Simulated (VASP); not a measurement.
Consider the following.

```
CdS
1.0
    0.00000     2.96837     2.96837
    2.96837     0.00000     2.96837
    2.96837     2.96837     0.00000
Cd S
1 1
Direct
  0.00000   0.00000   0.00000
  0.25000   0.25000   0.25000
```

The numbers are results of HSEsol screened hybrid, VASP's PBE PAW potentials (set 64) (plane waves; VASP), not measurements. Settings: 520 eV cut-off, 6×6×6 Γ-centred mesh, Gaussian smearing of 0.050 eV, potentials Cd S.

### Question
What does the run give for the energy per atom (σ→0), pressure, band gap (over the mesh, the named points and PBE's band edges) with the smallest direct gap where there is one?

### Answer

```json
{
  "band gap (over the mesh, the named points and PBE's band edges)": "1.90 eV",
  "smallest direct gap (over the mesh, the named points and PBE's band edges)": "1.90 eV",
  "energy per atom (σ→0)": "-4.037 eV/atom",
  "pressure": "-3.25 GPa"
}
```

Only differences to runs with the same potentials and settings are physical.

The compound is CdS in the zinc blende structure, a metastable form; wurtzite is the usual one. It was relaxed first, which changed the volume by +6 %.
